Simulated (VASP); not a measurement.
Input:

```
CELL_PARAMETERS angstrom
      0.00000     3.35102     3.35102
      3.35102     0.00000     3.35102
      3.35102     3.35102     0.00000
ATOMIC_POSITIONS crystal
  Rb 0.00000 0.00000 0.00000
  Cl 0.50000 0.50000 0.50000
```

These are PBE GGA, VASP's PBE PAW potentials (set 64) (plane waves; VASP) values and carry that method's errors. Run with 520 eV cut-off, Gaussian smearing of 0.050 eV, potentials Rb_sv Cl.

Give the energies of bands 6 to 11 at the high-symmetry points, in eV from the valence-band maximum.

| band | Γ | X | U | L | W |
|---|---|---|---|---|---|
| 6 | 0.00 | -0.32 | -0.37 | -0.78 | -0.39 |
| 7 | 0.00 | -0.10 | -0.28 | -0.29 | -0.24 |
| 8 | 0.00 | -0.10 | -0.20 | -0.29 | -0.24 |
| 9 | 4.83 | 6.24 | 6.92 | 7.56 | 7.59 |
| 10 | 7.95 | 7.82 | 8.53 | 7.77 | 7.59 |
| 11 | 7.95 | 9.41 | 8.76 | 9.95 | 9.08 |

The gap is direct, 4.83 eV, from the valence maximum at Γ to the conduction minimum at Γ.

Measured: gap 8.50 eV (computed value off by -3.67 eV), as given by Aguado et al., (1998), arXiv:cond-mat/9809176.

The compound is RbCl in the rock salt structure. It was relaxed first, which changed the volume by +6 %.
